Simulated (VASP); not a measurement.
# Al4Ag (Im-3m) in VASP: band structure with PBE

Aim: the band structure of Al4Ag with PBE.

All numbers are computed with VASP 6.6.1; they aren't measurements. Logs are shortened: lines on timing, memory, paths and dates and some standing lists are left out, and cuts for length are marked.

## 1. The undisturbed crystal

It takes space group Im-3m (No. 229, cubic). Conventional cell: a = 5.414 Å, b = 5.414 Å, c = 5.414 Å, α = 90.00°, β = 90.00°, γ = 90.00°. Al (site symmetry -3m) has 2 Ag at 2.34 Å as nearest neighbours. Ag (site symmetry m-3m) has 8 Al at 2.34 Å as nearest neighbours.

The cell was built by a generator and needn't be a form met in nature.

## 2. Band structure, PBE (volume scaled by 0.96)

File run.py:

```python
from ase import Atoms
from ase.calculators.vasp import Vasp
from ase.dft.bandgap import bandgap

atoms = Atoms(
    ['Al', 'Al', 'Al', 'Al', 'Ag'],
    cell=[[-2.6706102612, 2.6706102612, 2.6706102612], [2.6706102612, -2.6706102612, 2.6706102612], [2.6706102612, 2.6706102612, -2.6706102612]],
    scaled_positions=[[0.0, 0.0, 0.5], [0.5, 0.0, 0.0], [0.5, 0.5, 0.5], [0.0, 0.5, 0.0], [0.0, 0.0, 0.0]],
    pbc=True,
)
calc = Vasp(
    directory='calc',
    xc='pbe',
    pp='PBE',
    setups='materialsproject',
    prec='Accurate',
    encut=520,
    ediff=1e-06,
    ismear=-1,
    sigma=0.02,
    lreal=False,
    lasph=True,
    nelm=60,
    algo='Normal',
    isif=2,
    lwave=False,
    lcharg=True,
    lmaxmix=4,
    kpts=[7, 7, 7],
    gamma=True,
)
atoms.calc = calc

print('energy (eV):', atoms.get_potential_energy())
print('free energy (eV):', atoms.get_potential_energy(force_consistent=True))
efermi = calc.get_fermi_level()
print('Fermi level (eV):', efermi)
path = atoms.cell.bandpath(npoints=60, eps=1e-4)
print('path:', path.path)
calc.set(kpts=path.kpts, reciprocal=True, icharg=11, isym=0, lcharg=False)
calc.calculate(atoms)
print('gap on the path (eV):', bandgap(calc, efermi=efermi)[0])
print('direct gap on the path (eV):', bandgap(calc, efermi=efermi, direct=True)[0])
```

Potentials or basis: VASP PAW PBE potentials, release 64 (Al, Ag).

Run with:

```console
> python run.py
```

Standard output:

```text
energy (eV): -13.2839371
free energy (eV): -13.2864733
Fermi level (eV): 9.25886844
path: GHNGPH,PN
gap on the path (eV): 0.0
direct gap on the path (eV): 0.0
```

OUTCAR:

```text
ENCUT = 520.000000
   EDIFF = 1.00e-06
   GGA = PE
   PREC = Accurate
   ICHARG = 11
   ISIF = 2
   ISMEAR = -1
   ISYM = 0
   NELM = 60
   LASPH = .TRUE.
   LREAL = .FALSE.

 ion  position               nearest neighbor table
   1  0.000  0.000  0.500-   5 2.31   5 2.31   4 2.67   2 2.67   3 2.67   4 2.67   2 2.67   3 2.67

   2  0.500  0.000  0.000-   5 2.31   5 2.31   4 2.67   1 2.67   3 2.67   3 2.67   1 2.67   4 2.67

   3  0.500  0.500  0.500-   5 2.31   5 2.31   4 2.67   1 2.67   2 2.67   4 2.67   1 2.67   2 2.67

   4  0.000  0.500  0.000-   5 2.31   5 2.31   3 2.67   1 2.67   2 2.67   1 2.67   3 2.67   2 2.67

   5  0.000  0.000  0.000-   1 2.31   2 2.31   3 2.31   4 2.31   1 2.31   4 2.31   2 2.31   3 2.31

IMPORTANT INFORMATION: All symmetrisations will be switched off!
NOSYMM: (Re-)initialisation of all symmetry stuff for point group C_1.

----------------------------------------------------------------------------------------

                                     Primitive cell

  volume of cell :      76.1889

  direct lattice vectors                    reciprocal lattice vectors
    -2.670610261  2.670610261  2.670610261     0.000000000  0.187223125  0.187223125
     2.670610261 -2.670610261  2.670610261     0.187223125  0.000000000  0.187223125
     2.670610261  2.670610261 -2.670610261     0.187223125  0.187223125  0.000000000

  length of vectors
     4.625632660  4.625632660  4.625632660     0.264773483  0.264773483  0.264773483

  position of ions in fractional coordinates (direct lattice)
     0.000000000  0.000000000  0.500000000
     0.500000000  0.000000000  0.000000000
     0.500000000  0.500000000  0.500000000
     0.000000000  0.500000000  0.000000000
     0.000000000  0.000000000  0.000000000

  ion indices of the primitive-cell ions
[... 105 lines left out ...]

  energy without entropy =      -12.94158140  energy(sigma->0) =      -12.94325650

 E-fermi :   9.7466     XC(G=0): -10.8322

 val. band max:        9.7434858065   @ k =   0.0000   0.0000   0.0556
 cond. band min:       9.7870390448   @ k =   0.0417  -0.0417   0.0417
 fundamental gap:      0.0435532383
 Fermi energy:         9.7466262358

 k-point     1 :       0.0000    0.0000    0.0000
  band No.  band energies     occupation
      1      -2.2475      2.00000
      2       0.2673      2.00000
      3       0.2673      2.00000
      4       0.2673      2.00000
      5       1.1323      2.00000
      6       1.1323      2.00000
      7       6.6829      2.00000
      8       6.6829      2.00000
      9       6.6829      2.00000
     10       8.0541      2.00000
     11       8.0541      2.00000
     12       8.0541      2.00000
     13       9.5948      1.99899
     14      10.1495      0.00000
[... 401 lines left out ...]
      2       0.1608      2.00000
      3       0.3123      2.00000
      4       0.5368      2.00000
      5       1.0461      2.00000
      6       1.1203      2.00000
      7       2.7424      2.00000
      8       5.1886      2.00000
      9       6.1528      2.00000
     10       7.0905      2.00000
     11       7.4032      2.00000
     12       8.7669      2.00000
     13      10.9280      0.00000
     14      12.3529      0.00000
     15      12.4439      0.00000

 [... further k-points ...]

------------------------ aborting loop because EDIFF is reached ----------------------------------------

  FORCE on cell =-STRESS in cart. coord.  units (eV):
  Direction    XX          YY          ZZ          XY          YZ          ZX
  --------------------------------------------------------------------------------------
  -------------------------------------------------------------------------------------
  Total       15.7698682     14.4706292     20.1924455     -6.6099350     -2.4502492      0.9599612
  in kB      331.6248865    304.3031634    424.6273559   -139.0004601    -51.5263409     20.1870437
  external PRESSURE =     353.5184686 kB  Pullay stress =       0.0000000 kB

 VOLUME and BASIS-vectors are now :
 -----------------------------------------------------------------------------
  energy-cutoff  :      520.00
  volume of cell :       76.19
      direct lattice vectors                 reciprocal lattice vectors
    -2.670610261  2.670610261  2.670610261     0.000000000  0.187223125  0.187223125
     2.670610261 -2.670610261  2.670610261     0.187223125  0.000000000  0.187223125
     2.670610261  2.670610261 -2.670610261     0.187223125  0.187223125  0.000000000

 POSITION                                       TOTAL-FORCE (eV/Angst)
 -----------------------------------------------------------------------------------
      1.33531      1.33531     -1.33531         0.000002      0.000001      0.000000
     -1.33531      1.33531      1.33531         0.000001      0.000001     -0.000000
      1.33531      1.33531      1.33531        -0.000001     -0.000000      0.000000
      1.33531     -1.33531      1.33531         0.000002     -0.000000      0.000003
      0.00000      0.00000      0.00000        -0.000005     -0.000002     -0.000003
 -----------------------------------------------------------------------------------
    total drift:                               -0.000007     -0.000003     -0.000007

  FREE ENERGIE OF THE ION-ELECTRON SYSTEM (eV)
  ---------------------------------------------------
  free  energy   TOTEN  =       -12.9449316055 eV

  energy  without entropy=      -12.9415814011  energy(sigma->0) =      -12.94325650
```

INCAR:

```text
ENCUT = 520.000000
SIGMA = 0.020000
EDIFF = 1.00e-06
ALGO = Normal
GGA = PE
PREC = Accurate
ICHARG = 11
ISIF = 2
ISMEAR = -1
ISYM = 0
LMAXMIX = 4
NELM = 60
LASPH = .TRUE.
LCHARG = .FALSE.
LWAVE = .FALSE.
LREAL = .FALSE.
```

Wall time 50 s (1 thread of Intel Xeon Platinum 8488C (Sapphire Rapids), shared host); peak memory 0.23 GiB.

What came out:

```
Band gap along the path : none (metal or under the smearing width)
```

Levels at the corners of the path, in eV from the Fermi level:
```
point  band 8  band 9  band 10  band 11  band 12  band 13  band 14  band 15
    Γ   -2.58   -2.58    -1.20    -1.20    -1.20     0.34     0.89     0.89
    H   -6.57   -6.57    -3.58    -3.58     3.58     3.58     3.58     4.26
    N   -4.44   -3.30    -2.30    -1.98     0.24     1.95     2.24     3.61
    Γ   -2.58   -2.58    -1.20    -1.20    -1.20     0.34     0.89     0.89
    P   -6.47   -6.47     1.79     1.79     1.79     2.19     2.19     2.19
    H   -6.57   -6.57    -3.58    -3.58     3.58     3.58     3.58     4.26
    P   -6.47   -6.47     1.79     1.79     1.79     2.19     2.19     2.19
    N   -4.44   -3.30    -2.30    -1.98     0.24     1.95     2.24     3.61
```

Caveat: the log is that of the step along the path at fixed density, whose energy, stress, charges and moments have no meaning.
